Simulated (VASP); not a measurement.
Input:

```
Ru
1.0
    2.72215     0.00000     0.00000
   -1.36107     2.35745     0.00000
    0.00000     0.00000     4.28968
Ru
2
Direct
  0.66667   0.33333   0.75000
  0.33333   0.66667   0.25000
```

Calculation: PBE GGA, VASP's PBE PAW potentials (set 64) (plane waves; VASP). Settings: PREC = Normal, EDIFF = 1E-5, 400 eV cut-off, 17×17×10 Γ-centred mesh, first-order Methfessel-Paxton smearing of 0.10 eV, potentials Ru_pv.

Q: Give the stress tensor in GPa (positive for a compressed cell).

A: 
```
-1.29   0.00   0.00
 0.00  -1.29   0.00
 0.00   0.00  -0.42
```
The pressure is its mean diagonal, -1.00 GPa.

The compound is Ru in the hcp structure. It was relaxed first.
